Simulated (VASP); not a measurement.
All values below come from PBE GGA, VASP's PBE PAW potentials (set 64) (plane waves; VASP).

A VASP calculation is set up with these files.

### POSCAR
```
MoSi2
1.0
 -1.5439267085   1.5439267085   3.8116104116
  1.5439267085  -1.5439267085   3.8116104116
  1.5439267085   1.5439267085  -3.8116104116
Si Mo
2 1
Direct
  0.6663875923   0.6663875923   0.0000000000
  0.3336124077   0.3336124077   0.0000000000
  0.0000000000   0.0000000000   0.0000000000
```

File KPOINTS:
```
Automatic mesh
0
Gamma
14 14 14
0 0 0
```

### INCAR
```
SYSTEM=MoSi2
PREC=Accurate; ENCUT=500; LREAL=.FALSE.
LASPH=.TRUE.
EDIFF=1E-6; NELM=100; ALGO=Normal
LMAXMIX=4
ISMEAR=1; SIGMA=0.1
GGA=PE
IBRION=2; NSW=40; ISIF=3
EDIFFG=-0.02; PSTRESS=300
LWAVE=.FALSE.; LCHARG=.FALSE.
```

POTCAR, in this order: Si Mo_sv (PBE.64 set). Program: vasp_std.

What VASP printed:

File OSZICAR:
```
       N       E                     dE             d eps       ncg     rms          rms(c)
DAV:   1     0.123523310010E+03    0.12352E+03   -0.11420E+04  7328   0.137E+03
DAV:   2    -0.208329623042E+02   -0.14436E+03   -0.14244E+03  8993   0.341E+02
DAV:   3    -0.236929288333E+02   -0.28600E+01   -0.28439E+01  9644   0.438E+01
DAV:   4    -0.237057825957E+02   -0.12854E-01   -0.12850E-01  8482   0.342E+00
DAV:   5    -0.237058851066E+02   -0.10251E-03   -0.10251E-03  9735   0.283E-01    0.271E+01
DAV:   6    -0.230029800719E+02    0.70291E+00   -0.56648E+00  8643   0.176E+01    0.698E+00
DAV:   7    -0.229139479531E+02    0.89032E-01   -0.69995E-01  8279   0.559E+00    0.560E+00
DAV:   8    -0.228846421443E+02    0.29306E-01   -0.87318E-02  8622   0.259E+00    0.458E-01
DAV:   9    -0.228840913821E+02    0.55076E-03   -0.18958E-03  9147   0.382E-01    0.218E-01
DAV:  10    -0.228840507249E+02    0.40657E-04   -0.46861E-04  8643   0.205E-01    0.556E-02
DAV:  11    -0.228840437960E+02    0.69289E-05   -0.10371E-04  8867   0.843E-02    0.210E-02
DAV:  12    -0.228840431456E+02    0.65039E-06   -0.11763E-05  8489   0.257E-02    0.533E-03
DAV:  13    -0.228840425364E+02    0.60924E-06   -0.58608E-07  4332   0.785E-03
   1 F= -.16078974E+02 E0= -.16078957E+02  d E =-.160790E+02
```

### OUTCAR
```
------------------------ aborting loop because EDIFF is reached ----------------------------------------
  FORCE on cell =-STRESS in cart. coord.  units (eV):
  Direction    XX          YY          ZZ          XY          YZ          ZX
  --------------------------------------------------------------------------------------
  Total        6.8613320      6.8613320      6.8253476      0.0000000     -0.0000000      0.0000000
  in kB      302.4803432    302.4803432    300.8939793      0.0000000     -0.0000000      0.0000000
  external PRESSURE =       1.9515553 kB  Pullay stress =     300.0000000 kB
  volume of cell :       36.34
      direct lattice vectors                 reciprocal lattice vectors
    -1.543926708  1.543926708  3.811610412     0.000000000  0.323849570  0.131178149
     1.543926708 -1.543926708  3.811610412     0.323849570  0.000000000  0.131178149
     1.543926708  1.543926708 -3.811610412     0.323849570  0.323849570  0.000000000
 POSITION                                       TOTAL-FORCE (eV/Angst)
 -----------------------------------------------------------------------------------
      0.00000      0.00000      5.08002        -0.000000     -0.000000      0.018484
      0.00000      0.00000      2.54320        -0.000000     -0.000000     -0.018484
      0.00000      0.00000      0.00000         0.000000      0.000000      0.000000
 -----------------------------------------------------------------------------------
    total drift:                                0.000000     -0.000000     -0.000000
  FREE ENERGIE OF THE ION-ELECTRON SYSTEM (eV)
  ---------------------------------------------------
  free  energy   TOTEN  =       -22.8840425364 eV

  energy  without entropy=      -22.8839914407  energy(sigma->0) =      -22.88402550
  enthalpy is  TOTEN    =       -16.0789736075 eV   P V=        6.8050689289

 reached required accuracy - stopping structural energy minimisation
```
(Selected blocks of OUTCAR.)

The compound is MoSi2 in the MoSi2 type structure. It was relaxed first under an external pressure of 30 GPa.
